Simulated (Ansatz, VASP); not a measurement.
## Two plane-wave programs on Be2Ge

The input INCAR:

```
SYSTEM = Be2Ge
PREC = Accurate ; ENCUT = 520
EDIFF = 1E-6 ; ISMEAR = 0
SIGMA = 0.05 ; LREAL = .FALSE.
LASPH = .TRUE. ; NELM = 100
ALGO = Fast ; ISIF = 2
LWAVE = .FALSE. ; LCHARG = .TRUE.
GGA = PE ; LELF = .TRUE.
LVHAR = .TRUE. ; NBANDS = 16
```

File KPOINTS:

```
regular mesh
0
G
  6 6 6
  0 0 0
```

File POSCAR:

```
Be2Ge
1.0
    0.0000000000      2.6855624116      2.6855624116
    2.6855624116      0.0000000000      2.6855624116
    2.6855624116      2.6855624116      0.0000000000
Ge Be
1 2
Direct
    0.0000000000      0.0000000000      0.0000000000
    0.2500000000      0.2500000000      0.2500000000
    0.7500000000      0.7500000000      0.7500000000
```

Input for Ansatz:

```yaml
crystal:
  lattice:
    - [0.0, 2.6855624116, 2.6855624116]
    - [2.6855624116, 0.0, 2.6855624116]
    - [2.6855624116, 2.6855624116, 0.0]
  atoms:
    - { symbol: Ge, position: [0.0, 0.0, 0.0] }
    - { symbol: Be, position: [0.25, 0.25, 0.25] }
    - { symbol: Be, position: [0.75, 0.75, 0.75] }
basis:
  ecutwfc: 420
kpoints:
  mp_grid: { grid: [6, 6, 6] }
hamiltonian:
  xc: pbe
scf:
  occupations: { method: gaussian, width: 0.05 }
output:
  forces: true
  stress: true
  eigenvalues: true
```

The cell comes from a database or a generator and needn't be the stable form of this composition.

Alike in both runs: task single point; functional PBE; k mesh 6 × 6 × 6; occupations gaussian, width 0.05 eV; no spin polarisation.

|  | VASP | Ansatz |
| --- | --- | --- |
| version | VASP 6.6.1 | Ansatz 0.2.0 |
| potentials or method | VASP PAW PBE potentials, release 64 (Ge_d, Be) | scalar-relativistic, plane waves, PAW |
| plane-wave cutoff (eV) | 520 | 420 |
| valence electrons in the cell | 18 | 18 |

|  | VASP | Ansatz | Ansatz less VASP |
| --- | --- | --- | --- |
| gap on the k mesh at the Fermi level (eV) | none | none | - |
| pressure (GPa) | -0.1 | 0.0 | +0.11 |

A gap of «none» marks a metal or a gap that the smearing closes.
